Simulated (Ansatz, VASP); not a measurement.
## Cross-check of Fe2As between VASP and Ansatz

Wanted: the spread between two codes on one cell, functional and k mesh.

Method: plane waves, with VASP 6.6.1 beside it; single point at PBEsol, in Ansatz 0.2.0.

The database entry behind the starting cell is an old determination (1935), so it need not match the best structure at ambient conditions.

**1. Starting point**

It takes space group P4/nmm (No. 129, tetragonal). The conventional cell has a = 3.627 Å, b = 3.627 Å, c = 5.973 Å, α = 90.00°, β = 90.00°, γ = 90.00°. Nearest to Fe lie 5 As at 2.42 to 2.59 Å and 4 Fe at 2.68 Å. Nearest to Fe lie 4 As at 2.41 Å and 8 Fe at 2.56 to 2.68 Å. Nearest to As lie 9 Fe at 2.41 to 2.59 Å. Farther neighbours are not listed.

As a file:

```cif
data_structure
_symmetry_space_group_name_H-M 'P4/nmm:1'
_symmetry_Int_Tables_number 129
_cell_length_a 3.6270
_cell_length_b 3.6270
_cell_length_c 5.9730
_cell_angle_alpha 90.000
_cell_angle_beta 90.000
_cell_angle_gamma 90.000
_cell_volume 78.58
loop_
_atom_site_label
_atom_site_type_symbol
_atom_site_symmetry_multiplicity
_atom_site_Wyckoff_symbol
_atom_site_fract_x
_atom_site_fract_y
_atom_site_fract_z
_atom_site_occupancy
Fe1 Fe 2 c 0.50000 0.00000 0.67000 1
Fe2 Fe 2 a 0.50000 0.50000 0.00000 1
As1 As 2 c 0.50000 0.00000 0.26500 1
```

**2. Ansatz: single point, PBEsol**

Ansatz runs on its default PAW (the set named soft_2) files.

A single point gives forces, pressure and levels at one fixed geometry, so differences don't come from the geometry; what else differs is listed under the comparison.

Contents of input.yaml:

```yaml
crystal:
  lattice:
    - [3.627, 0.0, 0.0]
    - [0.0, 3.627, 0.0]
    - [0.0, 0.0, 5.973]
  atoms:
    - { symbol: Fe, position: [0.5, 0.0, 0.67], spin: 3.0 }
    - { symbol: Fe, position: [0.0, 0.5, 0.33], spin: 3.0 }
    - { symbol: Fe, position: [0.5, 0.5, 0.0], spin: 3.0 }
    - { symbol: Fe, position: [0.0, 0.0, 0.0], spin: 3.0 }
    - { symbol: As, position: [0.5, 0.0, 0.265] }
    - { symbol: As, position: [0.0, 0.5, 0.735] }
hamiltonian:
  xc: pbesol
  pseudopotentials: { kind: paw }
magnetization:
  spin_polarized: true
kpoints:
  mp_grid: { grid: [4, 4, 3] }
scf:
  occupations: { method: methfessel_paxton, width: 0.1 }
  n_extra_bands: 13
output:
  forces: true
  stress: true
  eigenvalues: true
```

The run is started by

```bash
> ansatz run input.yaml --threads 4 --pin off --max-ram 9216MiB --backend cpu --events-out ev --progress --plain --runs-dir out
```

Numbers of over 12 decimals in the logs are rounded to 6 here.

Output:

```text
Warning: the band count 60 (scf.n_extra_bands) hosts the net moment |M| = 12.0000 μB (N_el = 94) but caps the reachable moment at 2·n_bands − N_el = 26.0000 μB, below the 64 bands that the automatic rule leaves for it — a moment growing past the seed, or the majority channel's smearing tail, pins there with fewer empty majority states than that count leaves; raise or omit scf.n_extra_bands unless the cap is intended
scf.n_extra_bands = 13 over 47 filled bands (N_el = 94.0): the run solves 60 bands
Engine: ansatz 0.2.0, x86_64-unknown-linux-gnu
Pseudopotentials: kind: paw
Pseudopotential: Fe, paw, valence charge 16, recommended cutoff 420 eV (normal), Fe.paw.azcp
Pseudopotential: As, paw, valence charge 15, recommended cutoff 420 eV (normal), As.paw.azcp
Functional definition: PBEsol
  exchange = pbesol_x
  correlation = pbesol_c
Crystal: 6 atoms, lattice volume = 78.576 Å³
Basis set: ecut = 420 eV, 1523 PW (Γ), exchange–correlation on 50×50×80 points (8 copies of the dense FFT grid, shifted against one another)
Bands: 60, of which v1, the nominal top of the filled ones, is band 47 counted from 1 (46 counted from 0)
Symmetry: 16 space group operations
Space group: P4/nmm (ITA 129), of the structure as read, at distance tolerance 4.3e-5 Å
Magnetic group: BNS 129.411 (UNI 1071), of the structure as read, at distance tolerance 4.3e-5 Å
k-points: 12 of 48
Non-local potential: Fe, projectors of the file, l = 0: 3, l = 1: 2, l = 2: 3, l = 3: 1
Non-local potential: As, projectors of the file, l = 0: 2, l = 1: 2, l = 2: 3, l = 3: 1
PAW form: soft (Blöchl's): semilocal exchange-correlation on the pseudo side does not see the compensation charge
PAW frozen core: Fe, regenerated for the run's functional, and the local potential with it (the file was generated under x = pbe(κ = 0.804, μ = 0.219515), c = pbe(β = 0.066725))
PAW frozen core: As, regenerated for the run's functional, and the local potential with it (the file was generated under x = pbe(κ = 0.804, μ = 0.219515), c = pbe(β = 0.066725))
PAW one-centre angular grid: Fe, 590 points (default); XC on 64 Gauss nodes
PAW one-centre angular grid: As, 590 points (default); XC on 64 Gauss nodes
Initial density: superposition of atomic densities (chi_scale 0.1, normalization cell)
Starting moments: Σ|m| = 12 μB on 4 of 6 sites
Initial wavefunctions: pseudopotential atomic-orbital guess
Functional: x = pbesol(κ = 0.804, μ = 0.123457), c = pbesol(β = 0.046)
SCF iter   1: F=—  HF=-27419.486774 eV  |F-HF|=—  |Δ(HF+E_count)|=         —  Δρ=1.07e-1 (↑1.07e-1 ↓7.30e-2)  dr2=3.18e0  dr2_m=5.28e0  M=8.242 μB ∫|m|=8.697 μB  β_m=0.30  ethr=3.10e-3  ⟨swp⟩=5.2  Hψ=4566  notcnv=0  defer=5
Mixer restart at iter 1: flushing history
preconditioner: auto → Kerker (q_TF=auto, 2.811 Å⁻¹)  [metal: Δε(μ)=0.031 eV  Ē_g=7.227 eV  σ=0.100 eV  W_gap=0.17  n_scr=36 (ndim 8)  ℏωp=27.1 eV  f_vac=0.000  D(μ)=7.99/eV (n_scr^D=108)]
spin=Collinear: Kerker preconditioning applied to the charge; magnetization (m = ρ↑ − ρ↓) channel mixes plain (no charge-response kernel on spin).
SCF iter   2: F=—  HF=-27419.300304 eV  |F-HF|=—  |Δ(HF+E_count)|=   1.86e-1  Δρ=6.40e-2 (↑6.36e-2 ↓6.40e-2)  dr2=2.17e0  dr2_m=2.77e0  M=8.126 μB ∫|m|=8.624 μB  β_m=0.60  ethr=3.10e-3  ⟨swp⟩=2.0  Hψ=1910  notcnv=0  defer=90
SCF iter   3: F=—  HF=-27422.305596 eV  |F-HF|=—  |Δ(HF+E_count)|=    3.01e0  Δρ=5.36e-2 (↑5.36e-2 ↓3.71e-2)  dr2=1.21e0  dr2_m=1.37e0  M=6.486 μB ∫|m|=7.214 μB  β_m=0.72  ethr=2.31e-3  ⟨swp⟩=3.0  Hψ=2473  notcnv=0  defer=90
SCF iter   4: F=—  HF=-27421.914694 eV  |F-HF|=—  |Δ(HF+E_count)|=   3.91e-1  Δρ=1.20e-2 (↑1.20e-2 ↓1.06e-2)  dr2=4.52e-1  dr2_m=6.17e-2  M=6.086 μB ∫|m|=6.797 μB  β_m=0.83  ethr=1.28e-3  ⟨swp⟩=3.0  Hψ=2390  notcnv=0  defer=92
SCF iter   5: F=—  HF=-27421.939321 eV  |F-HF|=—  |Δ(HF+E_count)|=   2.46e-2  Δρ=2.22e-2 (↑7.90e-3 ↓2.22e-2)  dr2=5.71e-1  dr2_m=4.35e-2  M=6.089 μB ∫|m|=6.747 μB  β_m=0.68  ethr=4.81e-4  ⟨swp⟩=2.6  Hψ=2424  notcnv=0  defer=92
SCF iter   6: F=—  HF=-27421.966790 eV  |F-HF|=—  |Δ(HF+E_count)|=   2.75e-2  Δρ=8.37e-3 (↑8.37e-3 ↓7.95e-3)  dr2=5.06e-2  dr2_m=3.44e-2  M=6.093 μB ∫|m|=6.758 μB  β_m=0.84  ethr=4.81e-4  ⟨swp⟩=2.5  Hψ=2230  notcnv=0  defer=95
SCF iter   7: F=—  HF=-27421.962625 eV  |F-HF|=—  |Δ(HF+E_count)|=         —  Δρ=4.29e-3 (↑3.94e-3 ↓4.29e-3)  dr2=1.25e-2  dr2_m=9.79e-3  M=6.098 μB ∫|m|=6.768 μB  β_m=0.84  ethr=5.39e-5  ⟨swp⟩=2.0  Hψ=2056  notcnv=0  defer=95
Mixer restart at iter 7: flushing history
SCF iter   8: F=—  HF=-27421.967029 eV  |F-HF|=—  |Δ(HF+E_count)|=   4.40e-3  Δρ=4.57e-3 (↑4.47e-3 ↓4.57e-3)  dr2=5.19e-2  dr2_m=3.44e-4  M=6.095 μB ∫|m|=6.769 μB  β_m=0.72  ethr=1.33e-5  ⟨swp⟩=2.1  Hψ=2874  notcnv=0  defer=91
[...]
Mixer restart at iter 14: flushing history
iteration 14: the input's own smearing fills from here on; a Gaussian of 0.1 eV has filled iterations ahead of it
SCF iter  15: F=—  HF=-27421.956093 eV  |F-HF|=—  |Δ(HF+E_count)|=   3.52e-3  S|Δr|=    0.00e0  Δρ=8.84e-3 (↑2.98e-3 ↓8.84e-3)  dr2=1.44e-1  dr2_m=6.38e-3  M=6.064 μB ∫|m|=6.748 μB  β_m=0.17  ethr=4.58e-8  ⟨swp⟩=3.0  Hψ=2945  notcnv=0  defer=91  recentre
SCF iter  16: F=—  HF=-27421.952634 eV  |F-HF|=—  |Δ(HF+E_count)|=   3.46e-3  S|Δr|=    0.00e0  Δρ=1.53e-3 (↑4.93e-4 ↓1.53e-3)  dr2=3.10e-3  dr2_m=4.01e-4  M=6.067 μB ∫|m|=6.742 μB  β_m=0.05  ethr=4.58e-8  ⟨swp⟩=3.0  Hψ=2967  notcnv=0  defer=91
SCF iter  17: F=—  HF=-27421.952572 eV  |F-HF|=—  |Δ(HF+E_count)|=   6.16e-5  S|Δr|=    0.00e0  Δρ=5.60e-4 (↑4.46e-4 ↓5.60e-4)  dr2=6.72e-5  dr2_m=1.49e-4  M=6.067 μB ∫|m|=6.743 μB  β_m=0.06  ethr=4.58e-8  ⟨swp⟩=2.0  Hψ=1756  notcnv=0  defer=91
SCF iter  18: F=—  HF=-27421.952596 eV  |F-HF|=—  |Δ(HF+E_count)|=   2.33e-5  S|Δr|=    0.00e0  Δρ=3.94e-4 (↑3.18e-4 ↓3.94e-4)  dr2=1.46e-5  dr2_m=7.51e-5  M=6.067 μB ∫|m|=6.743 μB  β_m=0.17  ethr=4.58e-8  ⟨swp⟩=1.4  Hψ=1533  notcnv=0  defer=91
SCF iter  19: F=—  HF=-27421.952634 eV  |F-HF|=—  |Δ(HF+E_count)|=   3.88e-5  S|Δr|=    0.00e0  Δρ=1.22e-4 (↑1.20e-4 ↓1.22e-4)  dr2=1.46e-6  dr2_m=9.96e-6  M=6.068 μB ∫|m|=6.742 μB  β_m=0.58  ethr=1.55e-8  ⟨swp⟩=2.0  Hψ=2359  notcnv=0  defer=91
SCF iter  20: F=—  HF=-27421.952641 eV  |F-HF|=—  |Δ(HF+E_count)|=   6.15e-6  S|Δr|=    0.00e0  Δρ=2.70e-4 (↑6.47e-5 ↓2.70e-4)  dr2=7.19e-5  dr2_m=1.61e-5  M=6.068 μB ∫|m|=6.742 μB  β_m=0.58  ethr=1.55e-9  ⟨swp⟩=2.0  Hψ=2470  notcnv=0  defer=91
SCF iter  21: F=—  HF=-27421.952641 eV  |F-HF|=—  |Δ(HF+E_count)|=   7.54e-7  S|Δr|=    0.00e0  Δρ=1.53e-4 (↑3.17e-5 ↓1.53e-4)  dr2=3.27e-5  dr2_m=3.36e-6  M=6.068 μB ∫|m|=6.742 μB  β_m=0.58  ethr=1.55e-9  ⟨swp⟩=2.3  Hψ=2529  notcnv=0  defer=91
SCF iter  22: F=—  HF=-27421.952641 eV  |F-HF|=—  |Δ(HF+E_count)|=   4.12e-7  S|Δr|=    0.00e0  Δρ=9.37e-5 (↑1.82e-5 ↓9.37e-5)  dr2=1.30e-5  dr2_m=1.17e-6  M=6.068 μB ∫|m|=6.742 μB  β_m=0.79  ethr=1.55e-9  ⟨swp⟩=2.5  Hψ=2394  notcnv=0  defer=91
SCF iter  23: F=-27421.952641 eV  HF=-27421.952641 eV  |F-HF|=6.08e-9  |Δ(HF+E_count)|=   2.81e-8  S|Δr|=    0.00e0  Δρ=3.96e-6 (↑2.70e-6 ↓3.96e-6)  dr2=1.67e-8  dr2_m=3.49e-9  M=6.068 μB ∫|m|=6.743 μB  ethr=1.06e-10  ⟨swp⟩=8.5  Hψ=6473  notcnv=0
SCF 1 converged in 23 iterations: F = -27421.952641 eV  dr2 = 1.67e-8
  greatest PAW one-centre occupation: 1.003 electrons in one spin orbital (limit 2), on the Fe atom at site 1 (counted from 0), in its partial waves of l = 1
this state was not tested for a lower state beside it, because cold or Methfessel-Paxton smearing, or corrected tetrahedra, fill the levels in a way that the test cannot read (fill_not_monotonic; see scf.lower_state_search)
SCF converged after 23 iterations
Magnetization: 6.0680 μB (50.0340 up, 43.9660 down)
Absolute magnetization: 6.7428 μB (∫|ρ↑−ρ↓|, with the PAW one-centre terms)
Spin contamination: 0.1756 ħ² per cell (⟨S²⟩ above its minimum at these occupations)
Per-site moments (μB) at R_I (Å): [(2.162091, 0.997864), (2.162091, 0.9978643125), (0.962971, 0.992933), (0.962971, 0.992933), (-0.058036, 0.992933), (-0.058036, 0.992933)]
Free energy (F): -27421.952641 eV
Harris-Foulkes:  -27421.952641 eV  (|F-HF|=6.08e-9)
Internal energy: -27421.957719 eV  (E = F + TS)
E sigma→0 (E₀):  -27421.953910 eV
Entropy (-TS):   0.005078 eV (0.846 meV/atom)
Fermi energy:    17.117074 eV
--- Per-component energies (eV) ---
  E_band       = -1226.233620
  E_kinetic    = 1618.441303
  E_local      = -11890.462700  (includes V_loc(G=0)·N_el)
  E_nonlocal   = -447.891221
  E_hartree    = 5500.039908
  E_xc         = -626.446304
  E_vxc        = -765.308074  (∫ρ·V_xc dr)
  E_paw        = -8933.726599  (= ΣΔE_a)
  E_vpaw       = -741.105118  (= ΣTr[D̂ρ^β])
  E_aug_tail   = 0.003478  (compensation charges beyond the density's cutoff)
  E_ewald      = -12644.565247
  E_core_change = 2.649664  (= ΣΔE_core)
  E_smearing   = 0.005078  (= −TS)
  E_closure    = -0.000000  (closes the sum)
  Σ components = -27421.952641   (vs F -27421.952641, Δ=0.00e0)
--- Forces (eV/Å), atoms counted from 1 ---
  atom   1  Fe     0.00000000     0.00000000     0.17400457
  atom   2  Fe     0.00000000     0.00000000    -0.17400457
  atom   3  Fe     0.00000000     0.00000000    -0.00000000
  atom   4  Fe     0.00000000     0.00000000    -0.00000000
  atom   5  As     0.00000000     0.00000000    -0.20381695
  atom   6  As     0.00000000     0.00000000     0.20381695
  max |Σ_I F_I| component: 2.78e-17 eV/Å
--- Stress (GPa, compression-positive) ---
      -11.587579       0.000000       0.000000
        0.000000     -11.587579       0.000000
        0.000000       0.000000     -15.424558
  P = ⅓ Tr σ = -12.8666 GPa (-128.666 kbar)
--- Band table (eV; the first three rows and the last of 24) ---
  k-point 0 ↑: bands = [... 43 lower, 15.6244, 15.9083, 15.9083, 16.4712, 16.5206, 16.5206, 16.7036, 17.6595, ... 9 higher]
  k-point 1 ↑: bands = [... 43 lower, 15.3236, 15.5934, 15.5934, 16.5313, 16.7027, 17.2940, 17.2940, 17.6595, ... 9 higher]
  k-point 2 ↑: bands = [... 43 lower, 15.8335, 15.8877, 15.9803, 16.2185, 16.4809, 16.5016, 16.5056, 17.7036, ... 9 higher]
  k-point 11 ↓: bands = [... 43 lower, 16.9268, 17.1317, 17.1317, 17.8223, 17.8223, 18.0872, 18.0872, 18.1296, ... 9 higher]
```

Run time: 4.1 s. Hardware: 4 threads of Intel Xeon Platinum 8375C at 2.90GHz (Ice Lake), shared host; peak memory 0.58 GiB.

The run ends at a pressure of -12.87 GPa, with forces up to 0.20 eV/Å.

(Continued in part 2 of 2.)

[Lines on the potential files, build, host, timing and source positions are cut from VASP's logs without a mark.]

[Logs are printed without paths, hosts, clocks, repeated set-up lines and the standing remarks that a program may print on its own settings, such as how far it seeks lower states.]

[Hosts, paths, dates, database ids (printed as entryN), source tags and the programs' standing remarks are cut or masked in the printed files.]
